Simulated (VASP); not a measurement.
Wanted: the native input for a VASP 6.6.1 run.

| Property | Result |
| --- | --- |
| Task | single point |
| Functional | LDA |
| Potentials or basis | VASP PAW LDA potentials, release 64 (La, Pt) |
| Cutoff | 520 eV |
| k mesh | 6 × 6 × 6 |
| Occupations | methfessel-paxton, width 0.1 eV |
| Spin | no spin polarisation |
| Dipole correction | no |
| Further INCAR settings | ALGO = Normal; EDIFF = 1e-06; NBANDS = 28 |

The structure of LaPt3 lies in POSCAR:

```
LaPt3
1.0
    4.0745000000      0.0000000000      0.0000000000
    0.0000000000      4.0745000000      0.0000000000
    0.0000000000      0.0000000000      4.0745000000
La Pt
1 3
Direct
    0.0000000000      0.0000000000      0.0000000000
    0.0000000000      0.5000000000      0.5000000000
    0.5000000000      0.0000000000      0.5000000000
    0.5000000000      0.5000000000      0.0000000000
```

The input as run:

INCAR

```
PREC = Accurate
ENCUT = 520
EDIFF = 1E-6
ISMEAR = 1
SIGMA = 0.1
LREAL = False
LASPH = True
NELM = 100
ALGO = Normal
ISIF = 2
LWAVE = False
LCHARG = False
GGA = CA
NBANDS = 28
```

KPOINTS

```
Automatic mesh
0
Gamma
  6 6 6
```

Potentials or basis: VASP PAW LDA potentials, release 64 (La, Pt).

The run is started by

```console
$ cat potpaw_LDA.64/La/POTCAR potpaw_LDA.64/Pt/POTCAR > POTCAR
$ mpirun -np 1 vasp_std > vasp.out
```

Results of the run:

```
Pressure               : 9.7 GPa
Band gap on the k mesh : none (metal or under the smearing width)
```

It took 32 s on 1 thread of Intel(R) Xeon(R) Platinum 8488C (Sapphire Rapids), with other jobs on the host, peak memory 0.18 GiB.
